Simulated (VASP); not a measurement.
Input of a VASP 6.6.1 run:

File POSCAR:

```
H2SO3
1.0
    8.1472720000      0.0000000000      0.0000000000
    0.0000000000      8.1472720000      0.0000000000
    0.0000000000      0.0000000000      8.1472720000
O H S
12 8 4
Direct
    0.8069940466      0.2283340976      0.8297255818
    0.5392970801      0.3499944521      0.1638708024
    0.9468199908      0.4809094382      0.6927963127
    0.3091341494      0.5814461577      0.9774560123
    0.2955590534      0.2047802013      0.4174648889
    0.4621055980     -0.0202889998      0.2949576251
    0.0978364292      0.8117195547      0.7937871720
    0.3424336391      0.7289924775      0.6423008830
    0.9063524576      0.6524146978      0.2865621769
    0.7669070089      0.7080406791      0.0146920343
    0.6556673203      0.3155289280      0.5105389878
    0.5055434506      0.3799676751      0.7572718819
    0.8736175741      0.3221446393      0.7966838471
    0.8712977792      0.1313691258      0.8079023261
    0.6067920649      0.3715476788      0.2588842007
    0.6108793226      0.3087045578      0.0784188867
    0.9775910268      0.5873131522      0.7253225374
    0.8662163237      0.4921156431      0.6012441956
    0.3826925135      0.5898416059      1.0671792963
    0.3580953232      0.4982281186      0.9125017552
    0.3418935811      0.1071892530      0.2767429392
    0.2758592078      0.8151194658      0.7805557492
    0.8882482382      0.7499074537      0.1385248952
    0.5728543247      0.2539868560      0.6573611388
```

INCAR.step1

```
PREC = Accurate
ENCUT = 520
ISMEAR = -1
SIGMA = 0.05
LREAL = Auto
LASPH = T
NELM = 100
NBANDS = 70
GGA = PE
ALGO = Normal
EDIFF = 1E-4
LWAVE = T
LCHARG = F
```

File INCAR.step2:

```
PREC = Accurate
ENCUT = 520
EDIFF = 1E-6
ISMEAR = -1
SIGMA = 0.05
LREAL = Auto
LASPH = T
NELM = 100
ALGO = Normal
ISIF = 2
LWAVE = F
LCHARG = F
METAGGA = R2SCAN
LMIXTAU = T
IVDW = 12
VDW_S6 = 1.0
VDW_S8 = 0.78981345
VDW_A1 = 0.49484001
VDW_A2 = 5.73083694
NBANDS = 70
ISTART = 1
```

File KPOINTS:

```
Automatic mesh
0
Gamma
  1 1 1
```

Potentials or basis: VASP PAW PBE potentials, release 64 (O, H, S).

The run is started by

```console
$ cat potpaw_PBE.64/O/POTCAR potpaw_PBE.64/H/POTCAR potpaw_PBE.64/S/POTCAR > POTCAR
$ cp INCAR.step1 INCAR
$ mpirun -np 1 vasp_gam > vasp.out
$ cp INCAR.step2 INCAR
$ mpirun -np 1 vasp_gam > vasp.out
```

Problem. Predict the largest force.

Solution. 2.401 eV/Å.

Problem. Estimate the band gap on the k mesh.

Solution. 3.22 eV, direct.

Problem. What does it give for the pressure?

Solution. -0.7 GPa.

Forces on the atoms (eV/Å):
```
O   -0.457 -0.759  0.544
O   -0.235 -0.071 -0.246
O   -1.348 -1.375 -1.433
O   -1.126  0.759 -0.118
O    0.283 -0.488 -0.195
O    0.050  0.080  0.202
O    0.305  0.128  0.167
O    0.148  0.167  0.089
O   -0.380  0.345 -0.978
O    0.676  0.005  0.992
O   -0.227 -0.504  0.631
O   -0.672  0.588  0.893
H    0.406  0.784 -0.339
H    0.037 -0.119 -0.041
H    0.153 -0.071  0.181
H    0.103  0.100  0.053
H    0.398  1.475  0.380
H    0.986 -0.015  0.972
H    0.657  0.130  0.973
H    0.486 -0.857 -0.903
S   -0.258  0.461 -0.025
S   -0.484 -0.367 -0.223
S   -0.349 -0.393 -0.008
S    0.851  0.000 -1.570
```

Caveat: the PAW data sets were made with another functional, which shifts forces and pressure a little. r2SCAN opens gaps a little over a GGA but as a rule still falls short of measured ones.
